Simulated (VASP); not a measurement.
Computed with PBE GGA with D3 dispersion (Becke-Johnson damping), VASP's PBE PAW potentials (set 64) (plane waves; VASP).

VASP ran on this input.

### POSCAR
```
CdS
1
    0.0000000000     2.8721435239     2.8721435239
    2.8721435239     0.0000000000     2.8721435239
    2.8721435239     2.8721435239     0.0000000000
Cd S
1 1
Direct
  0.0000000000   0.0000000000   0.0000000000
  0.2500000000   0.2500000000   0.2500000000
```

**INCAR**
```
SYSTEM = CdS
PREC = Accurate
ENCUT = 520
EDIFF = 1E-7
NELM = 100
ALGO = Normal
LREAL = .FALSE.
LASPH = .TRUE.
ISMEAR = 0
SIGMA = 0.05
GGA = PE
IVDW = 12
LMAXMIX = 4
LWAVE = .FALSE.
LCHARG = .FALSE.
ISIF = 2
```

KPOINTS:
```
Automatic
0
Gamma
  8 8 8
```

POTCAR, in this order: Cd S (PBE.64 set). Program: vasp_std.

The resulting files:

### OSZICAR
```
       N       E                     dE             d eps       ncg     rms          rms(c)
DAV:   1     0.111015989870E+03    0.11102E+03   -0.93279E+03   762   0.128E+03
DAV:   2    -0.176842335261E+01   -0.11278E+03   -0.10825E+03   859   0.300E+02
DAV:   3    -0.655819842652E+01   -0.47898E+01   -0.47730E+01   894   0.637E+01
DAV:   4    -0.659285431549E+01   -0.34656E-01   -0.34648E-01   854   0.544E+00
DAV:   5    -0.659332751160E+01   -0.47320E-03   -0.47319E-03   899   0.622E-01    0.933E+00
DAV:   6    -0.607382089645E+01    0.51951E+00   -0.10237E+00  1054   0.147E+01    0.719E+00
DAV:   7    -0.605317962520E+01    0.20641E-01   -0.23819E-01   789   0.394E+00    0.341E+00
DAV:   8    -0.605337982817E+01   -0.20020E-03   -0.24652E-02   804   0.246E+00    0.360E-01
DAV:   9    -0.605313257715E+01    0.24725E-03   -0.34562E-03   869   0.104E+00    0.967E-02
DAV:  10    -0.605324897273E+01   -0.11640E-03   -0.31335E-04   789   0.214E-01    0.702E-02
DAV:  11    -0.605331062031E+01   -0.61648E-04   -0.93697E-05   782   0.117E-01    0.318E-02
DAV:  12    -0.605331111958E+01   -0.49927E-06   -0.54467E-05   859   0.104E-01    0.885E-03
DAV:  13    -0.605331195484E+01   -0.83526E-06   -0.50278E-06   769   0.250E-02    0.203E-03
DAV:  14    -0.605331201883E+01   -0.63993E-07   -0.28060E-07   891   0.474E-03
   1 F= -.66991353E+01 E0= -.66991353E+01  d E =-.895558E-14
```

File OUTCAR:
```
------------------------ aborting loop because EDIFF is reached ----------------------------------------
 Edisp (eV)   -0.64582
  FORCE on cell =-STRESS in cart. coord.  units (eV):
  Direction    XX          YY          ZZ          XY          YZ          ZX
  --------------------------------------------------------------------------------------
  Total       1.24507     1.24507     1.24507    -0.00000     0.00000     0.00000
  in kB      42.09740    42.09740    42.09740    -0.00000     0.00000     0.00000
  external pressure =       42.10 kB  Pullay stress =        0.00 kB
  volume of cell :       47.39
      direct lattice vectors                 reciprocal lattice vectors
     0.000000000  2.872143524  2.872143524    -0.174086008  0.174086008  0.174086008
     2.872143524  0.000000000  2.872143524     0.174086008 -0.174086008  0.174086008
     2.872143524  2.872143524  0.000000000     0.174086008  0.174086008 -0.174086008
  FREE ENERGIE OF THE ION-ELECTRON SYSTEM (eV)
  ---------------------------------------------------
  free  energy   TOTEN  =        -6.6991353238 eV

  energy  without entropy=       -6.6991353238  energy(sigma->0) =       -6.69913532
```
(Selected blocks of OUTCAR.)

The compound is CdS in the zinc blende structure, a metastable form; wurtzite is the usual one. This cell is one point of a volume scan, at 0.94 of the reference volume.
